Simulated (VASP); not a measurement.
**CaCu2S2: optical spectrum**

Aim: the dielectric function of CaCu2S2 for independent particles, and its static limit with local fields. The cell has space group P-3m1. The start is a cell from a database of measured crystal structures.

Calculated with VASP 6.6.1; PBE, no spin polarisation; plane waves and PAW (Cu, Ca_sv, S), in the first sound run; inputs show where later runs differ.

### 1. Starting point

Symmetry: P-3m1, No. 164, trigonal system. The conventional cell has a = 3.940 Å, b = 3.940 Å, c = 6.523 Å, α = 90.00°, β = 90.00°, γ = 120.00°. Nearest to Cu lie 4 S at 2.41 Å. Ca has 6 S at 2.81 Å nearest. Nearest to S lie 4 Cu at 2.41 Å and 3 Ca at 2.81 Å. Farther neighbours and most contacts between anions are not listed.

Structure file:

```xyz
5
Lattice="3.9400 0.0000 0.0000 -1.9700 3.4121 0.0000 0.0000 0.0000 6.5230" Properties=species:S:1:pos:R:3 pbc="T T T"
Cu    1.9700    1.1374    4.0672
Cu    0.0000    2.2748    2.4558
Ca    0.0000    0.0000    0.0000
S     1.9700    1.1374    1.6549
S     0.0000    2.2748    4.8681
```

### 2. Ground state

The ground state comes first.

File INCAR:

```
SYSTEM = CaCu2S2
PREC = Accurate
ENCUT = 400
EDIFF = 1E-07
NELM = 100
ISMEAR = 0
SIGMA = 0.05
LREAL = .FALSE.
ALGO = Normal
GGA = PE
NBANDS = 28
LASPH = .TRUE.
LORBIT = 11
LWAVE = .FALSE.
LCHARG = .FALSE.
KPAR = 4
```

File POSCAR:

```
CaCu2S2
1.0
    3.9399999606      0.0000000000      0.0000000000
   -1.9699999803      3.4121400568      0.0000000000
    0.0000000000      0.0000000000      6.5230000000
Cu Ca S
2 1 2
Direct
    0.6666666667      0.3333333333      0.6235100000
    0.3333333333      0.6666666667      0.3764900000
    0.0000000000      0.0000000000      0.0000000000
    0.6666666667      0.3333333333      0.2537000000
    0.3333333333      0.6666666667      0.7463000000
```

File KPOINTS:

```
Automatic mesh
0
Gamma
7 7 4
0 0 0
```

Potentials, in the order of the species: Cu, Ca_sv and S (PBE family, release 64).

Command:

```
$ mpirun -np 4 vasp_std
```

The program printed:

```text
[banner, memory and clock lines left out]
running    4 mpi-ranks, on    1 nodes
 distrk:  each k-point on    1 cores,    4 groups
 distr:  one band on    1 cores,    1 groups

 POSCAR found type information on POSCAR CuCaS
 POSCAR found :  3 types and       5 ions
 LDA part: xc-table for (Slater+PW92), standard interpolation
 POSCAR, INCAR and KPOINTS ok, starting setup
 FFT: planning ... GRIDC
 FFT: planning ... GRID_SOFT
 FFT: planning ... GRID
 WAVECAR not read
 entering main loop
       N       E                     dE             d eps       ncg     rms          rms(c)
DAV:   1     0.358615778459E+03    0.35862E+03   -0.17121E+04  1568   0.158E+03
DAV:   2     0.954175896495E+01   -0.34907E+03   -0.33995E+03  1584   0.379E+02
DAV:   3    -0.228988205327E+02   -0.32441E+02   -0.31532E+02  2256   0.130E+02
DAV:   4    -0.248346714437E+02   -0.19359E+01   -0.19211E+01  2856   0.296E+01
DAV:   5    -0.248840037783E+02   -0.49332E-01   -0.49211E-01  2408   0.408E+00    0.146E+01
DAV:   6    -0.256355525756E+02   -0.75155E+00   -0.64896E+01  2356   0.136E+02    0.132E+01
DAV:   7    -0.222586290223E+02    0.33769E+01   -0.15526E+01  2048   0.942E+01    0.610E+00
DAV:   8    -0.223405469791E+02   -0.81918E-01   -0.43756E+00  2488   0.291E+01    0.265E+00
DAV:   9    -0.223207199749E+02    0.19827E-01   -0.38066E-01  2808   0.887E+00    0.762E-01
DAV:  10    -0.223235927233E+02   -0.28727E-02   -0.25122E-02  2552   0.119E+00    0.574E-01
DAV:  11    -0.223212137274E+02    0.23790E-02   -0.69019E-03  2564   0.163E+00    0.314E-01
DAV:  12    -0.223211040619E+02    0.10967E-03   -0.56035E-03  2528   0.121E+00    0.474E-02
DAV:  13    -0.223211312234E+02   -0.27161E-04   -0.58170E-04  1832   0.142E-01    0.588E-02
DAV:  14    -0.223211170952E+02    0.14128E-04   -0.63660E-05  2752   0.587E-02    0.316E-02
DAV:  15    -0.223211071689E+02    0.99263E-05   -0.61829E-05  2576   0.157E-01    0.140E-02
DAV:  16    -0.223211083097E+02   -0.11408E-05   -0.13916E-05  2000   0.200E-02    0.512E-03
DAV:  17    -0.223211085995E+02   -0.28980E-06   -0.27351E-06  2464   0.124E-02    0.443E-03
DAV:  18    -0.223211086317E+02   -0.32162E-07   -0.39853E-07  1876   0.487E-03
   1 F= -.22321109E+02 E0= -.22321109E+02  d E =-.156923E-10
```

The job ended after 11 s (4 MPI ranks of Intel Xeon 6975P-C (Granite Rapids), shared host; peak memory 0.85 GiB; 38 s of CPU time).

The logs omit lines about the potential files and the build; timing stands in the text.

Parts of OUTCAR (step 2):

```text
ion  position               nearest neighbor table
   1  0.667  0.333  0.624-   5 2.41   5 2.41   5 2.41   4 2.41   2 2.79   2 2.79   2 2.79
   2  0.333  0.667  0.376-   4 2.41   4 2.41   4 2.41   5 2.41   1 2.79   1 2.79   1 2.79
   3  0.000  0.000  0.000-   4 2.81   5 2.81   4 2.81   5 2.81   4 2.81   5 2.81
   4  0.667  0.333  0.254-   2 2.41   2 2.41   2 2.41   1 2.41   3 2.81   3 2.81   3 2.81
   5  0.333  0.667  0.746-   1 2.41   1 2.41   1 2.41   2 2.41   3 2.81   3 2.81   3 2.81

  LATTYP: Found a hexagonal cell.
 ALAT       =     3.9399999606
 C/A-ratio  =     1.6555837729

 Subroutine GETGRP returns: Found 12 space group operations
 (whereof 12 operations were pure point group operations)

The static configuration has the point symmetry D_3d.

 Found     28 irreducible k-points:

   k-points           NKPTS =     28   k-points in BZ     NKDIM =     28   number of bands    NBANDS=     28

   dimension x,y,z NGX =    28 NGY =   28 NGZ =   48
   dimension x,y,z NGXF=    56 NGYF=   56 NGZF=   96

   ENCUT  =  400.0 eV  29.40 Ry    5.42 a.u.   6.43  6.43 10.64*2*pi/ulx,y,z

   NELECT =      44.0000    total number of electrons

 k-points in reciprocal lattice and weights: Automatic mesh
   0.00000000  0.00000000  0.00000000       0.005
   0.14285714 -0.00000000  0.00000000       0.031
   0.28571429 -0.00000000  0.00000000       0.031
   0.42857143 -0.00000000  0.00000000       0.031
   0.14285714  0.14285714  0.00000000       0.031
   0.28571429  0.14285714  0.00000000       0.061
   0.42857143  0.14285714  0.00000000       0.031
   0.28571429  0.28571429  0.00000000       0.031
   0.00000000  0.00000000  0.25000000       0.010
[...]
0.42857143  0.14285714  0.50000000       0.031
   0.28571429  0.28571429  0.50000000       0.031

 average (electrostatic) potential at core
       1 -65.0292       2 -65.0292       3 -43.8502       4 -86.2805       5 -86.2805

 E-fermi :   5.7270

 k-point     1 :       0.0000    0.0000    0.0000
  band No.  band energies     occupation
    ...
     18       4.8827      2.00000
     19       4.8827      2.00000
     20       5.3860      2.00000
     21       5.5226      2.00000
     22       5.5226      2.00000
     23       6.6206      0.00000
     24       7.7967      0.00000
     25       8.3281      0.00000
     26       8.8138      0.00000
     27       8.8138      0.00000
    ...

 k-point     2 :       0.1429   -0.0000    0.0000
  band No.  band energies     occupation
    ...
     18       4.4076      2.00000
     19       4.7660      2.00000
     20       4.8270      2.00000
     21       5.3187      2.00000
     22       5.3652      2.00000
     23       7.3193      0.00000
     24       8.0301      0.00000
     25       8.6913      0.00000
     26       9.2642      0.00000
     27       9.3912      0.00000
    ...

 k-point     3 :       0.2857   -0.0000    0.0000
  band No.  band energies     occupation
    ...
     18       3.9913      2.00000
     19       4.2364      2.00000
     20       4.4491      2.00000
     21       4.8008      2.00000
     22       5.0229      2.00000
     23       7.8147      0.00000
     24       8.1349      0.00000
     25       9.7815      0.00000
     26       9.8821      0.00000
     27      10.1311      0.00000
    ...

  Total       -0.4275338     -0.4275338     -0.3116051      0.0000000      0.0000000     -0.0000000
  in kB       -7.8110702     -7.8110702     -5.6930466      0.0000000      0.0000000     -0.0000000
  external PRESSURE =      -7.1050624 kB  Pullay stress =       0.0000000 kB

  energy-cutoff  :      400.00
  volume of cell :       87.69
      direct lattice vectors                 reciprocal lattice vectors
     3.939999961  0.000000000  0.000000000     0.253807109  0.146535603  0.000000000
    -1.969999980  3.412140057  0.000000000     0.000000000  0.293071206  0.000000000
     0.000000000  0.000000000  6.523000000     0.000000000  0.000000000  0.153303695

 POSITION                                       TOTAL-FORCE (eV/Angst)
 -----------------------------------------------------------------------------------
      1.97000      1.13738      4.06716        -0.000000     -0.000000      0.003395
     -0.00000      2.27476      2.45584         0.000000      0.000000     -0.003395
      0.00000      0.00000      0.00000         0.000000      0.000000      0.000000
      1.97000      1.13738      1.65489        -0.000000      0.000000      0.258520
     -0.00000      2.27476      4.86811        -0.000000      0.000000     -0.258520
 -----------------------------------------------------------------------------------
    total drift:                               -0.000000      0.000000      0.000000

  FREE ENERGIE OF THE ION-ELECTRON SYSTEM (eV)
  ---------------------------------------------------
  free  energy   TOTEN  =       -22.3211086317 eV

  energy  without entropy=      -22.3211086316  energy(sigma->0) =      -22.32110863

 total charge
# of ion       s       p       d       tot
------------------------------------------
    1        0.328   0.317   9.285   9.930
    2        0.328   0.317   9.285   9.930
    3        2.031   5.855   0.287   8.173
    4        1.306   2.416   0.000   3.722
    5        1.306   2.416   0.000   3.722
--------------------------------------------------
tot          5.298  11.322  18.858  35.477

[... 3 further parts left out ...]
```

This run has no spin polarisation, although Cu can carry a moment. The gap is read on the k-mesh alone, so it is an upper bound where the band edges lie off the mesh.

Numbers from this step:

| Property | Result |
| --- | --- |
| free energy (TOTEN) | -22.32 eV |
| Fermi energy | 5.727 eV |
| pressure | -0.7105 GPa |
| gap on the k-mesh | 1.098 eV |
| least direct gap on the k-mesh | 1.098 eV |

The cell has a gap of 1.10 eV on this mesh. Forces of up to 0.26 eV/Å remain in these settings.

### 3. Spectrum

LOPTICS sums the direct transitions; the mesh is finer and NBANDS larger than for the ground state.

INCAR, as its differences from that of step 2:

```diff
@@ -10,5 +10,4 @@
 GGA = PE
-NBANDS = 28
+NBANDS = 64
 LASPH = .TRUE.
-LORBIT = 11
 LWAVE = .FALSE.
@@ -16 +15,4 @@
 KPAR = 4
+LOPTICS = .TRUE.
+NEDOS = 2000
+CSHIFT = 0.2
```

POSCAR is that of step 2.

File KPOINTS:

```
Automatic mesh
0
Gamma
9 9 5
0 0 0
```

Command:

```
$ mpirun -np 4 vasp_std
```

The program printed:

```text
[... set-up lines as in an earlier step ...]
 entering main loop
       N       E                     dE             d eps       ncg     rms          rms(c)
DAV:   1     0.355443720795E+03    0.35544E+03   -0.13670E+04  7320   0.691E+02
DAV:   2     0.249663643532E+02   -0.33048E+03   -0.29239E+03  6776   0.213E+02
DAV:   3    -0.227697035340E+02   -0.47736E+02   -0.39511E+02  7256   0.707E+01
DAV:   4    -0.248182919626E+02   -0.20486E+01   -0.20176E+01  8936   0.167E+01
DAV:   5    -0.248874148794E+02   -0.69123E-01   -0.69000E-01  8888   0.268E+00    0.146E+01
DAV:   6    -0.261781851125E+02   -0.12908E+01   -0.20895E+01  9280   0.596E+01    0.132E+01
DAV:   7    -0.224335099458E+02    0.37447E+01   -0.62226E+00  8800   0.419E+01    0.508E+00
DAV:   8    -0.224938210547E+02   -0.60311E-01   -0.15469E+00  9488   0.163E+01    0.340E+00
DAV:   9    -0.223389004502E+02    0.15492E+00   -0.73106E-01  9184   0.111E+01    0.980E-01
DAV:  10    -0.223212661813E+02    0.17634E-01   -0.56075E-02 10096   0.279E+00    0.180E-01
DAV:  11    -0.223219609179E+02   -0.69474E-03   -0.70830E-03 10120   0.287E-01    0.166E-01
DAV:  12    -0.223220601744E+02   -0.99256E-04   -0.24607E-04 10080   0.142E-01    0.551E-02
DAV:  13    -0.223220844096E+02   -0.24235E-04   -0.14569E-04 11000   0.126E-01    0.336E-02
DAV:  14    -0.223220723980E+02    0.12012E-04   -0.36459E-05  9976   0.640E-02    0.186E-02
DAV:  15    -0.223220724560E+02   -0.58020E-07   -0.43682E-06  9992   0.259E-02    0.108E-02
DAV:  16    -0.223220726155E+02   -0.15954E-06   -0.13360E-06  9776   0.667E-03    0.383E-03
DAV:  17    -0.223220726393E+02   -0.23744E-07   -0.30846E-08  5720   0.183E-03
   1 F= -.22322073E+02 E0= -.22322073E+02  d E =-.287395E-11
 optical routines
 imaginary and real dielectric function
 recalculating local potential from charge density
 direction            1
 direction            2
 direction            3
```

Elapsed: 34 s, on 4 MPI ranks; peak memory 1.7 GiB.

Parts of OUTCAR (step 3):

```text
The static configuration has the point symmetry D_3d.

 Found     50 irreducible k-points:

   k-points           NKPTS =     50   k-points in BZ     NKDIM =     50   number of bands    NBANDS=     64

   NELECT =      44.0000    total number of electrons

 E-fermi :   5.7326

 k-point     1 :       0.0000    0.0000    0.0000
  band No.  band energies     occupation
    ...
     18       4.8824      2.00000
     19       4.8824      2.00000
     20       5.3858      2.00000
     21       5.5222      2.00000
     22       5.5222      2.00000
     23       6.6204      0.00000
     24       7.7965      0.00000
     25       8.3283      0.00000
     26       8.8141      0.00000
     27       8.8141      0.00000
    ...

 k-point     2 :       0.1111   -0.0000    0.0000
  band No.  band energies     occupation
    ...
     18       4.5376      2.00000
     19       4.8104      2.00000
     20       5.0154      2.00000
     21       5.3895      2.00000
     22       5.4196      2.00000
     23       7.1348      0.00000
     24       7.9471      0.00000
     25       8.5338      0.00000
     26       9.1012      0.00000
     27       9.2622      0.00000
    ...

  Total       -0.4508313     -0.4508313     -0.3302275      0.0000000     -0.0000000      0.0000000
  in kB       -8.2367171     -8.2367171     -6.0332784      0.0000000     -0.0000000      0.0000000
  external PRESSURE =      -7.5022376 kB  Pullay stress =       0.0000000 kB

 POSITION                                       TOTAL-FORCE (eV/Angst)
 -----------------------------------------------------------------------------------
      1.97000      1.13738      4.06716        -0.000000     -0.000000      0.003893
     -0.00000      2.27476      2.45584         0.000000      0.000000     -0.003893
      0.00000      0.00000      0.00000        -0.000000      0.000000      0.000000
      1.97000      1.13738      1.65489         0.000000      0.000000      0.259031
     -0.00000      2.27476      4.86811        -0.000000     -0.000000     -0.259031
 -----------------------------------------------------------------------------------
    total drift:                               -0.000000      0.000000      0.000000

  FREE ENERGIE OF THE ION-ELECTRON SYSTEM (eV)
  ---------------------------------------------------
  free  energy   TOTEN  =       -22.3220726393 eV

  energy  without entropy=      -22.3220726393  energy(sigma->0) =      -22.32207264

 plasma frequency squared (from intraband transitions) (eV^2)
  --------------------------------------------------------------------------------------
       0.000       0.000       0.000
       0.000       0.000       0.000
       0.000      -0.000       0.000

[... 6 parts as in an earlier step ...]

[... 6 further parts left out ...]
```

These are independent-particle spectra without excitons or local fields, and fine structure depends on the mesh and on CSHIFT.

This step gave:

```yaml
fermi_energy: 5.733 eV
pressure: -0.7502 GPa
```

The imaginary dielectric function has structure finer than the step of the table below, so its rows give means over 1 eV, whole bins alone (the curve runs from 0 to 25.0 eV). Peaks (eV: height): xx 3.6: 8.51, 6.6: 7.95; zz 3.1: 10.4, 7.0: 8.47.

Absorption under the direct gap is the tail of the CSHIFT broadening, and fine structure depends on the mesh. Table of imaginary dielectric function by photon energy; means over each step:

| photon energy (eV) | xx | zz |
| --- | --- | --- |
| 1 | 0.609 | 0.574 |
| 2 | 2.39 | 2.22 |
| 3 | 6.67 | 8.40 |
| 4 | 7.60 | 7.42 |
| 5 | 6.27 | 6.98 |
| 6 | 6.92 | 6.73 |
| 7 | 7.54 | 7.72 |
| 8 | 6.43 | 5.89 |
| 9 | 4.56 | 4.09 |
| 10 | 2.48 | 2.60 |
| 11 | 1.95 | 2.03 |
| 12 | 1.75 | 1.72 |
| 13 | 1.30 | 1.29 |
| 14 | 1.02 | 1.05 |
| 15 | 0.800 | 0.951 |
| 16 | 0.748 | 0.847 |
| 17 | 0.626 | 0.606 |
| 18 | 0.552 | 0.398 |
| 19 | 0.414 | 0.348 |
| 20 | 0.331 | 0.318 |
| 21 | 0.286 | 0.290 |
| 22 | 0.259 | 0.263 |
| 23 | 0.291 | 0.281 |
| 24 | 0.613 | 0.634 |

Table of real dielectric function by photon energy:

| photon energy (eV) | xx | zz |
| --- | --- | --- |
| 0.0 | 8.64 | 8.91 |
| 0.5 | 8.81 | 9.06 |
| 1.0 | 9.28 | 9.63 |
| 1.5 | 9.84 | 10.2 |
| 2.0 | 10.3 | 10.8 |
| 2.5 | 11.3 | 12.7 |
| 3.0 | 9.17 | 10.3 |
| 3.5 | 7.58 | 5.62 |
| 4.0 | 5.07 | 4.93 |
| 4.5 | 4.32 | 4.53 |
| 5.0 | 3.20 | 3.69 |
| 5.5 | 4.10 | 3.10 |
| 6.0 | 4.13 | 2.96 |
| 6.5 | 2.68 | 2.83 |
| 7.0 | 0.962 | 0.870 |
| 7.5 | 0.194 | -0.895 |
| 8.0 | -0.800 | -0.874 |
| 8.5 | -1.60 | -2.03 |
| 9.0 | -2.45 | -1.71 |
| 9.5 | -2.32 | -2.01 |
| 10.0 | -1.65 | -1.58 |
| 10.5 | -1.27 | -1.20 |
| 11.0 | -1.03 | -0.939 |
| 11.5 | -0.801 | -0.798 |
| 12.0 | -0.812 | -0.969 |
| 12.5 | -0.856 | -0.784 |
| 13.0 | -0.678 | -0.619 |
| 13.5 | -0.574 | -0.541 |
| 14.0 | -0.475 | -0.380 |
| 14.5 | -0.390 | -0.325 |
| 15.0 | -0.211 | -0.138 |
| 15.5 | -0.135 | -0.236 |
| 16.0 | -0.0408 | -0.179 |
| 16.5 | -0.0595 | -0.196 |
| 17.0 | 0.0281 | -0.196 |
| 17.5 | 0.0869 | -0.0680 |
| 18.0 | 0.0885 | 0.0483 |
| 18.5 | 0.115 | 0.165 |
| 19.0 | 0.212 | 0.251 |
| 19.5 | 0.262 | 0.310 |
| 20.0 | 0.346 | 0.386 |
| 20.5 | 0.405 | 0.433 |
| 21.0 | 0.475 | 0.487 |
| 21.5 | 0.545 | 0.553 |
| 22.0 | 0.628 | 0.643 |
| 22.5 | 0.720 | 0.711 |
| 23.0 | 0.848 | 0.848 |
| 23.5 | 1.02 | 1.04 |
| 24.0 | 0.994 | 1.02 |
| 24.5 | 0.891 | 0.922 |

[end of part 1 of 3]

[Lines on the potential files, build, host, timing and source positions are cut from VASP's logs without a mark.]

[Logs are printed without paths, hosts, clocks, repeated set-up lines and the standing remarks that a program may print on its own settings, such as how far it seeks lower states.]

[Hosts, paths, dates, database ids (printed as entryN), source tags and the programs' standing remarks are cut or masked in the printed files.]
